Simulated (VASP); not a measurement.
Write the native input for VASP 6.6.1 that does the following.

```
Task                   : single point
Functional             : LDA
Potentials or basis    : VASP PAW LDA potentials, release 64 (Pt, Br)
Cutoff                 : 520 eV
k mesh                 : 6 × 6 × 6
Occupations            : gaussian, width 0.05 eV
Spin                   : collinear spin, ferromagnetic start
Starting moments       : [0.5, 0.0, 0.0] μB
Fixed moment           : 1 μB
Hubbard terms          : Pt d U = 4 eV
Further INCAR settings : ALGO = Fast; EDIFF = 1e-06; NBANDS = 23
```

The structure of PtBr2 lies in POSCAR:

```
PtBr2
1.0
    2.0275947800      1.1706323900      6.1301826500
   -2.0275947800      1.1706323900      6.1301826500
    0.0000000000     -2.3412647800      6.1301826500
Pt Br
1 2
Direct
    0.0000000000      0.0000000000      0.0000000000
    0.2520000000      0.2520000000      0.2520000000
    0.7480000000      0.7480000000      0.7480000000
```

The cell was built by a generator and needn't be a form met in nature.

One way to write it, as run:

INCAR

```
PREC = Accurate
ENCUT = 520
EDIFF = 1E-6
ISMEAR = 0
SIGMA = 0.05
LREAL = F
LASPH = T
NELM = 80
ALGO = Fast
ISIF = 2
LWAVE = F
LCHARG = F
ISPIN = 2
MAGMOM = 0.5 0 0
LORBIT = 11
NUPDOWN = 1
LMAXMIX = 4
LDAU = T
LDAUTYPE = 2
LDAUL = 2 -1
LDAUU = 4 0
LDAUJ = 0 0
LDAUPRINT = 1
NBANDS = 23
```

KPOINTS

```
Automatic mesh
0
Gamma
  6 6 6
```

Potentials or basis: VASP PAW LDA potentials, release 64 (Pt, Br).

Run with:

```bash
$ cat potpaw_LDA.64/Pt/POTCAR potpaw_LDA.64/Br/POTCAR > POTCAR
$ mpirun -np 1 vasp_std > vasp.out
```

Results of the run:

The pressure is -10.1 GPa, the largest force is 1.241 eV/Å and the net moment is 1.00 μB per cell. The site moments are Pt +0.74; Br +0.10 μB and the valence electrons inside the program's atomic spheres are Pt 9.02; Br 4.72.

Caveat: the total moment is fixed, so each spin has its own Fermi level; forces of over 1 eV/Å show positions far from the minimum, so gaps and moduli don't describe the material at rest.

Run time: 4.5 min on 1 thread of Intel(R) Xeon(R) Platinum 8488C (Sapphire Rapids), with other jobs on the host, peak memory 0.35 GiB.
